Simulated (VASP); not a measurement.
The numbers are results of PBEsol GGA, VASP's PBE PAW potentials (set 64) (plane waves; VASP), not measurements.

The input files of a VASP run:

### INCAR
```
ALGO=Normal
EDIFF=1E-7
ENCUT=520
GGA=PS
ISIF=2
ISMEAR=-5
LASPH=.TRUE.
LCHARG=.TRUE.
LEFG=.TRUE.
LMAXMIX=4
LORBIT=11
LREAL=.FALSE.
LWAVE=.FALSE.
NEDOS=601
NELM=100
PREC=Accurate
SYSTEM=TeO2
```

### POSCAR
```
TeO2
1.0
  4.7634124889   0.0000000000   0.0000000000
  0.0000000000   4.8671570654   0.0000000000
  0.0000000000   0.0000000000   7.4579893570
Te O
4 8
Direct
  0.7316907314   0.5180262700   0.3766090782
  0.7683092686   0.4819737300   0.8766090782
  0.2316907314   0.9819737300   0.6233909218
  0.2683092686   0.0180262700   0.1233909218
  0.5121275821   0.1341382064   0.9333986721
  0.9878724179   0.8658617936   0.4333986721
  0.0121275821   0.3658617936   0.0666013279
  0.4878724179   0.6341382064   0.5666013279
  0.3985003144   0.2386173472   0.3199304360
  0.1014996856   0.7613826528   0.8199304360
  0.8985003144   0.2613826528   0.6800695640
  0.6014996856   0.7386173472   0.1800695640
```

KPOINTS:
```
Automatic mesh
0
Gamma
5 5 4
0 0 0
```

POTCAR, in this order: Te O (PBE.64 set). Program: vasp_std.

Q: What will the output report for the number of irreducible k-points (NKPTS), number of bands (NBANDS), largest plane-wave count, number of space-group operations, FFT grid (NGX, NGY, NGZ)?

A: 
number of irreducible k-points (NKPTS): 27
number of bands (NBANDS): 43
largest plane-wave count: 4684
number of space-group operations: 4
FFT grid (NGX, NGY, NGZ): 36 × 36 × 56

The structure comes from a computed database's TeO2 entry (P2_12_12_1); how it stands against other phases isn't given here. It was relaxed first.
